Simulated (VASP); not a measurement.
Input:

```
MgSb
1.0
    0.00000     2.93571     2.93571
    2.93571     0.00000     2.93571
    2.93571     2.93571     0.00000
Mg Sb
1 1
Direct
  0.00000   0.00000   0.00000
  0.50000   0.50000   0.50000
```

Method: PBEsol GGA with spin-orbit coupling, VASP's PBE PAW potentials (set 64) (plane waves; VASP). Run with 400 eV cut-off, 10×10×10 Γ-centred mesh, Gaussian smearing of 0.050 eV, potentials Mg Sb.

Question: Predict the energy per atom (σ→0), band gap (over mesh and band path) with the smallest direct gap where there is one.

Answer: 
The band gap (over mesh and band path) comes out as none (metal, semimetal or under 0.01 eV) and the energy per atom (σ→0) is -3329 meV/atom.

The absolute energy has meaning only against runs of the same code, potentials and settings.

The structure comes from a computed database's MgSb entry (Fm-3m); how it stands against other phases isn't given here. It was relaxed first.
